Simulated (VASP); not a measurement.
Given:

```xyz
2
Lattice="0.0000 2.1244 2.1244 2.1244 0.0000 2.1244 2.1244 2.1244 0.0000" Properties=species:S:1:pos:R:3 pbc="T T T"
Ti     0.0000     0.0000     0.0000
N      2.1244     2.1244     2.1244
```

Computed with PBE GGA, VASP's PBE PAW potentials (set 64) (plane waves; VASP). Run with 600 eV cut-off, 14×14×14 Γ-centred mesh, first-order Methfessel-Paxton smearing of 0.10 eV, potentials Ti_sv N.

Energy and stress use the plane-wave basis of the starting cell.

Problem. The ions, cell shape and volume at an external pressure of 30.0 GPa are relaxed. Give the cell that the relaxation ends in.

Solution. 
```xyz
2
Lattice="0.0000 2.0616 2.0616 2.0616 0.0000 2.0616 2.0616 2.0616 0.0000" Properties=species:S:1:pos:R:3 pbc="T T T"
Ti     0.0000     0.0000     0.0000
N      2.0616     2.0616     2.0616
```
Space group Fm-3m (225), at a tolerance of 0.03 Å.

Problem. How do energy and volume change from the first to the last step?

Solution. The energy (σ→0) changes by +71.4 meV/atom and the volume by -8.6 %, in 7 ionic steps.

| step | E(σ→0) (eV) | max force (eV/Å) | pressure (GPa) | volume (Å³) |
|---|---|---|---|---|
| 1 | -19.6355 | 0.000 | -0.03 | 19.17 |
| 2 | -18.1392 | 0.000 | 132.86 | 14.61 |
| 3 | -19.5105 | 0.000 | 27.83 | 17.62 |
| 4 | -19.4963 | 0.000 | 29.58 | 17.54 |
| 5 | -19.4904 | 0.000 | 30.27 | 17.51 |
| 6 | -19.4965 | 0.000 | 29.58 | 17.54 |
| 7 | -19.4928 | 0.000 | 29.99 | 17.52 |

The compound is TiN in the rock salt structure. This run relaxes it under an external pressure of 30 GPa. Symmetry was kept, so distortions that lower it aren't found. The electron count is odd and the run is not spin-polarised, which forces a metal.
